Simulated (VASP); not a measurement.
Output of a VASP run:

File OSZICAR:
```
       N       E                     dE             d eps       ncg     rms          rms(c)
DAV:   1     0.428332244097E+03    0.42833E+03   -0.29577E+04  1720   0.122E+03
DAV:   2     0.589204036501E+00   -0.42774E+03   -0.41885E+03  1944   0.324E+02
DAV:   3    -0.250126327020E+02   -0.25602E+02   -0.25484E+02  1984   0.792E+01
DAV:   4    -0.253271043002E+02   -0.31447E+00   -0.31404E+00  2136   0.800E+00
DAV:   5    -0.253297452403E+02   -0.26409E-02   -0.26404E-02  1947   0.677E-01    0.122E+01
DAV:   6    -0.239892483896E+02    0.13405E+01   -0.32528E+00  2064   0.140E+01    0.960E+00
DAV:   7    -0.239310069898E+02    0.58241E-01   -0.13130E+00  1820   0.476E+00    0.309E+00
DAV:   8    -0.239118548425E+02    0.19152E-01   -0.18817E-01  1835   0.343E+00    0.764E-01
DAV:   9    -0.239117710078E+02    0.83835E-04   -0.20769E-02  1875   0.123E+00    0.290E-01
DAV:  10    -0.239117228089E+02    0.48199E-04   -0.16813E-03  1920   0.314E-01    0.100E-01
DAV:  11    -0.239117935883E+02   -0.70779E-04   -0.35378E-04  1863   0.125E-01    0.306E-02
DAV:  12    -0.239117987460E+02   -0.51576E-05   -0.99373E-05  1936   0.811E-02    0.121E-02
DAV:  13    -0.239118037033E+02   -0.49573E-05   -0.11259E-05  1738   0.213E-02    0.658E-03
DAV:  14    -0.239118050658E+02   -0.13625E-05   -0.40082E-06  1384   0.114E-02    0.175E-03
DAV:  15    -0.239118052246E+02   -0.15884E-06   -0.36457E-07  1010   0.455E-03
   1 F= -.23911805E+02 E0= -.23911662E+02  d E =-.239118E+02
       N       E                     dE             d eps       ncg     rms          rms(c)
DAV:   1    -0.239125327600E+02   -0.72769E-03   -0.62543E-02  1744   0.138E+00    0.188E-01
DAV:   2    -0.239119838624E+02    0.54890E-03   -0.21128E-03  1864   0.381E-01    0.613E-02
DAV:   3    -0.239119292395E+02    0.54623E-04   -0.17144E-04  1962   0.803E-02    0.545E-02
DAV:   4    -0.239119221646E+02    0.70748E-05   -0.17864E-05  1871   0.233E-02    0.104E-02
DAV:   5    -0.239119214014E+02    0.76320E-06   -0.78440E-06  1858   0.231E-02
   2 F= -.23911921E+02 E0= -.23911779E+02  d E =-.116177E-03
```

**OUTCAR**
```
------------------------ aborting loop because EDIFF is reached ----------------------------------------
  FORCE on cell =-STRESS in cart. coord.  units (eV):
  Direction    XX          YY          ZZ          XY          YZ          ZX
  --------------------------------------------------------------------------------------
  Total        0.0179046      0.0179046      0.0179046      0.0102324     -0.0102324     -0.0102324
  in kB        0.1214900      0.1214900      0.1214900      0.0694309     -0.0694309     -0.0694309
  external PRESSURE =       0.1214900 kB  Pullay stress =       0.0000000 kB
  volume of cell :      236.12
      direct lattice vectors                 reciprocal lattice vectors
    -0.000000000  3.090548235  3.090548235    -0.161791171  0.161776016  0.161791171
     3.090548235 -0.000000000  3.090548235     0.161776016 -0.161791171  0.161791171
    12.361035042 12.361035042  0.001157897     0.040451582  0.040451582 -0.040451582
 POSITION                                       TOTAL-FORCE (eV/Angst)
 -----------------------------------------------------------------------------------
     12.25905     12.25905      0.10314        -0.003079     -0.003079      0.003079
      6.27641      6.27641      6.08578        -0.003590     -0.003590      0.003590
      9.30769      9.30769      6.14505        -0.011254     -0.011254      0.011254
      9.23963      9.23963      0.03201         0.008566      0.008566     -0.008566
      1.56747      1.56747      1.52307         0.002359      0.002359     -0.002359
      4.69276      4.69276      1.48833         0.004189      0.004189     -0.004189
      7.71801      7.71801      1.55364         0.002745      0.002745     -0.002745
     10.74501     10.74501      1.61718         0.000064      0.000064     -0.000064
 -----------------------------------------------------------------------------------
    total drift:                               -0.000212     -0.000212      0.000208
  FREE ENERGIE OF THE ION-ELECTRON SYSTEM (eV)
  ---------------------------------------------------
  free  energy   TOTEN  =       -23.9119214014 eV

  energy  without entropy=      -23.9114936747  energy(sigma->0) =      -23.91177883

 reached required accuracy - stopping structural energy minimisation
```
(Selected blocks of OUTCAR.)

### POSCAR
```
Cd4Se3Te
1
   -0.0000000000     3.0914422029     3.0914422029
    3.0914422029    -0.0000000000     3.0914422029
   12.3655333472    12.3655333472     0.0002354644
Cd Te Se
4 1 3
Direct
  0.0164616995   0.0164616995   0.9876537254
  0.9844775089   0.9844775089   0.2616418683
  0.9939104988   0.9939104988   0.5045671259
  0.0051343719   0.0051343719   0.7461492211
  0.2464292407   0.2464292407   0.0651780695
  0.2408377294   0.2408377294   0.3193717029
  0.2512660678   0.2512660678   0.5615504491
  0.2614828829   0.2614828829   0.8038878378
```

Problem. Write an INCAR and KPOINTS that could have produced this output.

Solution. This is not unique; one that fits is the input of the run itself, PBEsol GGA, plane waves, VASP's PBE PAW potentials (set 64).

**KPOINTS**
```
Automatic mesh
0
Gamma
8 8 2
0 0 0
```

### INCAR
```
SYSTEM = Cd4Se3Te
PREC = Accurate
ENCUT = 400
EDIFF = 1E-6
NELM = 100
ALGO = Normal
LREAL = .FALSE.
LASPH = .TRUE.
ISMEAR = 1
SIGMA = 0.1
GGA = PS
LMAXMIX = 4
LWAVE = .FALSE.
LCHARG = .FALSE.
IBRION = 2
ISIF = 3
NSW = 60
EDIFFG = -0.02
```

POTCAR, in this order: Cd Te Se (PBE.64 set). Program: vasp_std.

The structure was generated: Cd4Se3Te was put into an ordered model structure (R3m), which need not be its known phase. This run relaxes it. Symmetry was kept, so distortions that lower it aren't found. The start is the result of an earlier pass.
